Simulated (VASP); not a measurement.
Data:

```
PtS2
1.0
    3.54874     0.00000     0.00000
   -1.77437     3.07330     0.00000
    0.00000     0.00000     5.59707
Pt S
1 2
Direct
  0.99888   0.99517   0.99486
  0.67406   0.34152   0.78564
  0.32706   0.66332   0.21950
```

Method: LDA (Ceperley-Alder, Perdew-Zunger), VASP's LDA PAW potentials (set 64) (plane waves; VASP). Settings: 240 eV cut-off, 2×2×2 Γ-centred mesh, Gaussian smearing of 0.010 eV, potentials Pt S.

At this cut-off the stress carries a Pulay error, which pulls relaxed volumes low.  Energy and stress use the plane-wave basis of the starting cell.

**Question.** The ions, cell shape and volume are relaxed. What does this cell relax into?

**Answer.** 
```
PtS2
1.0
    3.51247     0.00007     0.00036
   -1.75617     3.04166     0.00067
    0.00149     0.00265     5.38597
Pt S
1 2
Direct
  0.00000   0.99998   0.99997
  0.66690   0.33363   0.78954
  0.33311   0.66639   0.21050
```
Space group P-3m1 (164), at a tolerance of 0.03 Å.

**Question.** How do energy and volume change from the first to the last step?

**Answer.** The energy (σ→0) changes by -65.9 meV/atom and the volume by -5.7 %, in 27 ionic steps.

| step | E(σ→0) (eV) | max force (eV/Å) | pressure (GPa) | volume (Å³) |
|---|---|---|---|---|
| 1 | -18.8646 | 1.896 | -9.48 | 61.04 |
| 2 | -18.3753 | 3.322 | 30.82 | 51.01 |
| 3 | -19.0376 | 0.602 | 0.81 | 57.30 |
| 4 | -19.0380 | 0.570 | 1.31 | 57.16 |
| 5 | -19.0548 | 0.567 | -0.37 | 57.74 |
| 6 | -19.0584 | 0.242 | 0.08 | 57.56 |
| 7 | -19.0619 | 0.051 | -0.25 | 57.70 |
| 8 | -19.0619 | 0.043 | -0.23 | 57.69 |
| 9 | -19.0618 | 0.054 | 0.39 | 57.51 |
| 10 | -19.0620 | 0.016 | 0.03 | 57.62 |
| 11 | -19.0620 | 0.013 | -0.02 | 57.63 |
| 12 | -19.0620 | 0.012 | -0.01 | 57.63 |
| 13 | -19.0620 | 0.012 | -0.01 | 57.62 |
| 14 | -19.0621 | 0.014 | -0.02 | 57.62 |
| 15 | -19.0621 | 0.021 | -0.03 | 57.60 |
| 16 | -19.0621 | 0.019 | -0.03 | 57.60 |
| 17 | -19.0621 | 0.018 | 0.00 | 57.59 |
| 18 | -19.0621 | 0.016 | 0.04 | 57.57 |
| 19 | -19.0622 | 0.025 | 0.11 | 57.52 |
| 20 | -19.0622 | 0.021 | 0.07 | 57.53 |
| 21 | -19.0622 | 0.016 | 0.00 | 57.54 |
| 22 | -19.0622 | 0.015 | -0.01 | 57.54 |
| 23 | -19.0622 | 0.015 | -0.03 | 57.55 |
| 24 | -19.0622 | 0.015 | -0.02 | 57.55 |
| 25 | -19.0622 | 0.015 | -0.02 | 57.55 |

The structure comes from a computed database's PtS2 entry; how it stands against other phases isn't given here. In the starting cell atoms are displaced from their ideal sites. This run relaxes it. The k-mesh is coarse (spacing up to 1.03 per Å, 2π included), so the numbers may not be converged in it. The run is one of a series of settings (EDIFFG = -0.01, ENCUT = 240, GGA removed, IBRION = 2, ISIF = 3, NSW = 50, KPOINTS 2×2×2 Γ-centred mesh, POTCAR Pt S (LDA.64 set) against the base run), some of them coarse on purpose.
